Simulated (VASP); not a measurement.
These are PBE GGA, VASP's PBE PAW potentials (set 64) (plane waves; VASP) values and carry that method's errors.

The input files of a VASP run:

**POSCAR**
```
GaN
1
    0.0000000000     2.3052000000     2.3052000000
    2.3052000000     0.0000000000     2.3052000000
    2.3052000000     2.3052000000     0.0000000000
Ga N
1 1
Direct
  0.0000000000   0.0000000000   0.0000000000
  0.2500000000   0.2500000000   0.2500000000
```

**KPOINTS**
```
Automatic mesh
0
Gamma
9 9 9
0 0 0
```

**INCAR**
```
# general
SYSTEM   =  GaN
PREC     =  Accurate
ENCUT    =  520
LREAL    =  .False.
LASPH    =  .True.

# electronic loop
EDIFF    =  1E-6
NELM     =  100
ALGO     =  Normal
LMAXMIX  =  4

# smearing
ISMEAR   =  0
SIGMA    =  0.05

# functional
GGA      =  PE

# ions
ISIF     =  2

# output
LWAVE    =  .False.
LCHARG   =  .False.
```

POTCAR, in this order: Ga_d N (PBE.64 set). Program: vasp_std.

The resulting files:

### OSZICAR
```
       N       E                     dE             d eps       ncg     rms          rms(c)
DAV:   1     0.884468597104E+02    0.88447E+02   -0.99039E+03   982   0.240E+03
DAV:   2    -0.665469160833E+01   -0.95102E+02   -0.89886E+02  1030   0.358E+02
DAV:   3    -0.139099310573E+02   -0.72552E+01   -0.72107E+01  1030   0.892E+01
DAV:   4    -0.140312217916E+02   -0.12129E+00   -0.12122E+00  1061   0.126E+01
DAV:   5    -0.140334304165E+02   -0.22086E-02   -0.22086E-02  1043   0.150E+00    0.749E+00
DAV:   6    -0.121401026655E+02    0.18933E+01   -0.60858E+00  1390   0.464E+01    0.270E+00
DAV:   7    -0.121431693851E+02   -0.30667E-02   -0.32349E-01   915   0.833E+00    0.175E+00
DAV:   8    -0.121404514097E+02    0.27180E-02   -0.87246E-02  1041   0.429E+00    0.912E-01
DAV:   9    -0.121341321868E+02    0.63192E-02   -0.21355E-02  1387   0.338E+00    0.245E-01
DAV:  10    -0.121345881108E+02   -0.45592E-03   -0.15475E-03   923   0.543E-01    0.111E-01
DAV:  11    -0.121345065188E+02    0.81592E-04   -0.27946E-04  1369   0.343E-01    0.745E-03
DAV:  12    -0.121345116500E+02   -0.51312E-05   -0.27779E-05   960   0.667E-02    0.453E-03
DAV:  13    -0.121345116009E+02    0.49154E-07   -0.10402E-06   697   0.109E-02
   1 F= -.12134512E+02 E0= -.12134512E+02  d E =-.162935E-13
```

File OUTCAR:
```
------------------------ aborting loop because EDIFF is reached ----------------------------------------
  FORCE on cell =-STRESS in cart. coord.  units (eV):
  Direction    XX          YY          ZZ          XY          YZ          ZX
  --------------------------------------------------------------------------------------
  Total       -0.9521540     -0.9521540     -0.9521540     -0.0000000      0.0000000      0.0000000
  in kB      -62.2675759    -62.2675759    -62.2675759     -0.0000000      0.0000000      0.0000000
  external PRESSURE =     -62.2675759 kB  Pullay stress =       0.0000000 kB
  volume of cell :       24.50
      direct lattice vectors                 reciprocal lattice vectors
     0.000000000  2.305200000  2.305200000    -0.216900920  0.216900920  0.216900920
     2.305200000  0.000000000  2.305200000     0.216900920 -0.216900920  0.216900920
     2.305200000  2.305200000  0.000000000     0.216900920  0.216900920 -0.216900920
  FREE ENERGIE OF THE ION-ELECTRON SYSTEM (eV)
  ---------------------------------------------------
  free  energy   TOTEN  =       -12.1345116009 eV

  energy  without entropy=      -12.1345116009  energy(sigma->0) =      -12.13451160
```
(Selected blocks of OUTCAR.)

File OUTCAR:
```
 val. band max:        4.5687645230   @ k =   0.0000   0.0000   0.0000

 cond. band min:       5.8550138813   @ k =   0.0000   0.0000   0.0000


 Fermi energy:         4.8069178382

 k-point     1 :       0.0000    0.0000    0.0000
  band No.  band energies     occupation
      1     -10.8081      2.00000
      2      -8.8367      2.00000
      3      -8.8367      2.00000
      4      -8.8367      2.00000
      5      -8.5800      2.00000
      6      -8.5800      2.00000
      7       4.5688      2.00000
      8       4.5688      2.00000
      9       4.5688      2.00000
     10       5.8550      0.00000
     11      14.4460      0.00000
     12      14.4460      0.00000
     13      14.4460      0.00000

 k-point     2 :       0.1111    0.0000    0.0000
  band No.  band energies     occupation
      1     -10.6941      2.00000
      2      -8.8232      2.00000
      3      -8.8232      2.00000
      4      -8.7804      2.00000
      5      -8.5811      2.00000
      6      -8.5811      2.00000
      7       3.2548      2.00000
      8       4.4498      2.00000
      9       4.4498      2.00000
     10       6.9018      0.00000
     11      13.8615      0.00000
     12      14.6266      0.00000
     13      14.6266      0.00000

 k-point     3 :       0.2222    0.0000    0.0000
  band No.  band energies     occupation
      1     -10.4356      2.00000
      2      -8.7940      2.00000
      3      -8.7940      2.00000
      4      -8.5783      2.00000
      5      -8.5783      2.00000
      6      -8.5433      2.00000
      7       1.3228      2.00000
      8       4.1695      2.00000
      9       4.1695      2.00000
     10       8.0145      0.00000
     11      13.0720      0.00000
     12      14.8783      0.00000
     13      14.8783      0.00000

 k-point     4 :       0.3333    0.0000    0.0000
  band No.  band energies     occupation
      1     -10.2235      2.00000
      2      -8.7725      2.00000
      3      -8.7725      2.00000
...
```

The compound is GaN in the zinc blende structure, a metastable form; wurtzite is the usual one. The cell was not relaxed at this level.
